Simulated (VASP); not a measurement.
```xyz
2
Lattice="0.0000 2.2539 2.2539 2.2539 0.0000 2.2539 2.2539 2.2539 0.0000" Properties=species:S:1:pos:R:3 pbc="T T T"
Hf     0.0000     0.0000     0.0000
C      2.2539     2.2539     2.2539
```

All values below come from PBE GGA, VASP's PBE PAW potentials (set 64) (plane waves; VASP). Run with 600 eV cut-off, 12×12×12 Γ-centred mesh, first-order Methfessel-Paxton smearing of 0.10 eV, potentials Hf_pv C.

Task: Give the stress tensor in GPa (positive for a compressed cell).

Result: 
```
26.28   0.00   0.00
 0.00  26.28   0.00
 0.00   0.00  26.28
```
The pressure is its mean diagonal, 26.28 GPa.

The compound is HfC in the rock salt structure. This cell was strained or had an atom moved on purpose.
